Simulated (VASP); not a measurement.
All values below come from LDA (Ceperley-Alder, Perdew-Zunger), VASP's LDA PAW potentials (set 64) (plane waves; VASP 6.6.1).

VASP ran on this input.

File POSCAR:
```
Cu
1
    2.5341000000     0.0000000000     0.0000000000
   -1.2670500000     2.1945950000     0.0000000000
    0.0000000000     0.0000000000     4.1125700000
Cu
2
Direct
  0.3333330000   0.6666670000   0.2500000000
  0.6666670000   0.3333330000   0.7500000000
```

INCAR:
```
! general
SYSTEM  = Cu
PREC    = Accurate
ENCUT   = 400
LREAL   = .FALSE.
LASPH   = .TRUE.

! electronic loop
EDIFF   = 1E-6
NELM    = 100
ALGO    = Normal
LMAXMIX = 4

! smearing
ISMEAR  = 1
SIGMA   = 0.1

! ions
IBRION  = 2
NSW     = 60
ISIF    = 3
EDIFFG  = -0.01

! output
LWAVE   = .FALSE.
LCHARG  = .FALSE.
```

KPOINTS:
```
Automatic mesh
0
Gamma
15 15 8
0 0 0
```

POTCAR, in this order: Cu (LDA.64 set). Program: vasp_std.

Output

OSZICAR:
```
       N       E                     dE             d eps       ncg     rms          rms(c)
DAV:   1     0.109941889904E+03    0.10994E+03   -0.91694E+03  4282   0.223E+03
DAV:   2    -0.744786783621E+01   -0.11739E+03   -0.11346E+03  4050   0.305E+02
DAV:   3    -0.113609211046E+02   -0.39131E+01   -0.37618E+01  5059   0.855E+01
DAV:   4    -0.113880117299E+02   -0.27091E-01   -0.27088E-01  4834   0.696E+00
DAV:   5    -0.113883866386E+02   -0.37491E-03   -0.37491E-03  5762   0.702E-01    0.113E+01
DAV:   6    -0.101835230717E+02    0.12049E+01   -0.16872E+01  4176   0.122E+02    0.569E+00
DAV:   7    -0.941044665994E+01    0.77308E+00   -0.31064E+00  4282   0.499E+01    0.764E-01
DAV:   8    -0.938514752608E+01    0.25299E-01   -0.20437E-02  5165   0.237E+00    0.490E-01
DAV:   9    -0.938053341585E+01    0.46141E-02   -0.82606E-03  5129   0.262E+00    0.141E-02
DAV:  10    -0.938056469102E+01   -0.31275E-04   -0.16616E-04  4666   0.164E-01    0.820E-03
DAV:  11    -0.938056582699E+01   -0.11360E-05   -0.26648E-06  4653   0.398E-02    0.212E-03
DAV:  12    -0.938056585877E+01   -0.31782E-07   -0.73532E-07  2867   0.182E-02
   1 F= -.93805659E+01 E0= -.93805973E+01  d E =-.938057E+01
       N       E                     dE             d eps       ncg     rms          rms(c)
DAV:   1    -0.128604592754E+02   -0.34799E+01   -0.42330E+01  4050   0.164E+02    0.156E+01
DAV:   2    -0.105349053697E+02    0.23256E+01   -0.23830E+01  4148   0.151E+02    0.589E+00
DAV:   3    -0.948118499909E+01    0.10537E+01   -0.40404E+00  4190   0.577E+01    0.201E+00
DAV:   4    -0.939935643241E+01    0.81829E-01   -0.60039E-02  5812   0.398E+00    0.314E-01
DAV:   5    -0.939611186751E+01    0.32446E-02   -0.15338E-02  5382   0.340E+00    0.951E-02
DAV:   6    -0.939605053082E+01    0.61337E-04   -0.49401E-04  6061   0.540E-01    0.110E-02
DAV:   7    -0.939604933334E+01    0.11975E-05   -0.73035E-06  5688   0.610E-02    0.577E-03
DAV:   8    -0.939604874873E+01    0.58461E-06   -0.54081E-07  2480   0.241E-02
   2 F= -.93960487E+01 E0= -.93959930E+01  d E =-.154829E-01
       N       E                     dE             d eps       ncg     rms          rms(c)
DAV:   1    -0.994506818668E+01   -0.54902E+00   -0.75111E+00  4057   0.774E+01    0.584E+00
DAV:   2    -0.955180633481E+01    0.39326E+00   -0.32360E+00  4134   0.528E+01    0.196E+00
DAV:   3    -0.942967461604E+01    0.12213E+00   -0.49539E-01  4239   0.210E+01    0.939E-01
DAV:   4    -0.941219318194E+01    0.17481E-01   -0.10159E-02  6514   0.312E+00    0.125E-01
DAV:   5    -0.941200862295E+01    0.18456E-03   -0.75086E-04  6146   0.669E-01    0.328E-02
DAV:   6    -0.941200403592E+01    0.45870E-05   -0.23959E-05  6648   0.120E-01    0.529E-03
DAV:   7    -0.941200453799E+01   -0.50207E-06   -0.98679E-07  2467   0.245E-02
   3 F= -.94120045E+01 E0= -.94121029E+01  d E =-.314387E-01
       N       E                     dE             d eps       ncg     rms          rms(c)
DAV:   1    -0.942164089375E+01   -0.96369E-02   -0.24685E-01  5326   0.566E+00    0.599E-01
DAV:   2    -0.941605070767E+01    0.55902E-02   -0.76351E-03  5317   0.254E+00    0.341E-01
DAV:   3    -0.941387505116E+01    0.21757E-02   -0.33721E-03  5474   0.162E+00    0.172E-01
DAV:   4    -0.941329755199E+01    0.57750E-03   -0.11737E-03  6044   0.894E-01    0.158E-02
DAV:   5    -0.941330344068E+01   -0.58887E-05   -0.73827E-05  5074   0.142E-01    0.724E-03
DAV:   6    -0.941330332207E+01    0.11861E-06   -0.89890E-07  2587   0.224E-02
   4 F= -.94133033E+01 E0= -.94134322E+01  d E =-.129878E-02
       N       E                     dE             d eps       ncg     rms          rms(c)
DAV:   1    -0.941489019489E+01   -0.15868E-02   -0.42998E-02  5267   0.235E+00    0.250E-01
DAV:   2    -0.941391718258E+01    0.97301E-03   -0.12867E-03  5377   0.104E+00    0.142E-01
DAV:   3    -0.941353269060E+01    0.38449E-03   -0.58404E-04  5581   0.672E-01    0.706E-02
DAV:   4    -0.941343619199E+01    0.96499E-04   -0.19842E-04  6142   0.368E-01    0.669E-03
DAV:   5    -0.941343706176E+01   -0.86977E-06   -0.11783E-05  4395   0.566E-02    0.302E-03
DAV:   6    -0.941343700644E+01    0.55323E-07   -0.15322E-07  2109   0.101E-02
   5 F= -.94134370E+01 E0= -.94135625E+01  d E =-.143247E-02
```

OUTCAR:
```
------------------------ aborting loop because EDIFF is reached ----------------------------------------
  FORCE on cell =-STRESS in cart. coord.  units (eV):
  Direction    XX          YY          ZZ          XY          YZ          ZX
  --------------------------------------------------------------------------------------
  Total        0.0093657      0.0093657      0.0003689      0.0000000     -0.0000000     -0.0000000
  in kB        0.6888315      0.6888315      0.0271318      0.0000000     -0.0000000     -0.0000000
  external PRESSURE =       0.4682650 kB  Pullay stress =       0.0000000 kB
  volume of cell :       21.78
      direct lattice vectors                 reciprocal lattice vectors
     2.476514924  0.000000000  0.000000000     0.403793246  0.233130137 -0.000000000
    -1.238257462  2.144724860  0.000000000     0.000000000  0.466260274  0.000000000
     0.000000000 -0.000000000  4.101351434     0.000000000 -0.000000000  0.243822071
 POSITION                                       TOTAL-FORCE (eV/Angst)
 -----------------------------------------------------------------------------------
     -0.00000      1.42982      1.02534        -0.000000     -0.000000      0.000000
      1.23826      0.71491      3.07601         0.000000      0.000000      0.000000
 -----------------------------------------------------------------------------------
    total drift:                               -0.000057      0.000033     -0.000014
  FREE ENERGIE OF THE ION-ELECTRON SYSTEM (eV)
  ---------------------------------------------------
  free  energy   TOTEN  =        -9.4134370064 eV

  energy  without entropy=       -9.4138135351  energy(sigma->0) =       -9.41356252

 reached required accuracy - stopping structural energy minimisation
```
(Selected blocks of OUTCAR.)

**CONTCAR**
```
Cu
   1.00000000000000
     2.4765149241604467    0.0000000000000000    0.0000000000000000
    -1.2382574620802234    2.1447248597975541    0.0000000000000000
     0.0000000000000000   -0.0000000000000000    4.1013514343608133
  Cu
     2
Direct
     0.3333330000000032    0.6666669999999968    0.2500000000000000
     0.6666669999999968    0.3333330000000032    0.7500000000000000
```

### OUTCAR
```
 val. band max:        8.5475535496   @ k =   0.4000   0.0667   0.5000

 cond. band min:       8.5573640188   @ k =   0.4667   0.0667   0.1250


 Fermi energy:         8.5495023294

 k-point     1 :       0.0000    0.0000    0.0000
  band No.  band energies     occupation
      1      -1.5858      2.00000
      2       2.7688      2.00000
      3       5.0088      2.00000
      4       5.1227      2.00000
      5       5.1227      2.00000
      6       5.3482      2.00000
      7       5.3482      2.00000
      8       5.7403      2.00000
      9       5.7403      2.00000
     10       6.5472      2.00000
     11       6.5472      2.00000
     12       7.0459      2.00000
     13      12.3407      0.00000
     14      30.6998      0.00000
     15      31.5919      0.00000

 k-point     2 :       0.0667    0.0000    0.0000
  band No.  band energies     occupation
      1      -1.4317      2.00000
      2       2.8624      2.00000
      3       4.9375      2.00000
      4       5.1790      2.00000
      5       5.1826      2.00000
      6       5.3174      2.00000
      7       5.4018      2.00000
      8       5.6608      2.00000
      9       5.7044      2.00000
     10       5.9820      2.00000
     11       6.5608      2.00000
     12       7.8044      2.00000
     13      12.3765      0.00000
     14      28.5355      0.00000
     15      30.0728      0.00000

 k-point     3 :       0.1333    0.0000    0.0000
  band No.  band energies     occupation
      1      -0.9766      2.00000
      2       3.1169      2.00000
      3       4.7902      2.00000
      4       5.1781      2.00000
      5       5.1951      2.00000
      6       5.3445      2.00000
      7       5.3563      2.00000
      8       5.5561      2.00000
      9       5.6099      2.00000
     10       5.7036      2.00000
     11       6.5926      2.00000
     12       8.9108     -0.00000
     13      12.4953      0.00000
     14      25.1398      0.00000
     15      28.1396      0.00000
...
```

Energy and stress use the plane-wave basis of the starting cell.

The structure comes from a computed database's Cu entry (P6_3/mmc); how it stands against other phases isn't given here. This run relaxes it. Symmetry was kept, so distortions that lower it aren't found.
